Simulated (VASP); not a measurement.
Given:

```xyz
3
Lattice="2.0750 -3.5940 0.0000 2.0750 3.5940 0.0000 0.0000 0.0000 6.8600" Properties=species:S:1:pos:R:3 pbc="T T T"
Mg     0.0000     0.0000     0.0000
I      2.0750     1.1980     1.6601
I      2.0750    -1.1980     5.1999
```

Level of theory: PBE GGA, VASP's PBE PAW potentials (set 64) (plane waves; VASP). Settings: 400 eV cut-off, 5×5×3 Γ-centred mesh, Gaussian smearing of 0.050 eV, potentials Mg I.

Estimate the energy per atom (σ→0), pressure.

* **energy per atom (σ→0)**: -2.563 eV/atom
* **pressure**: 1.34 GPa

The compound is MgI2 in the 1T layered structure. The cell was not relaxed at this level.
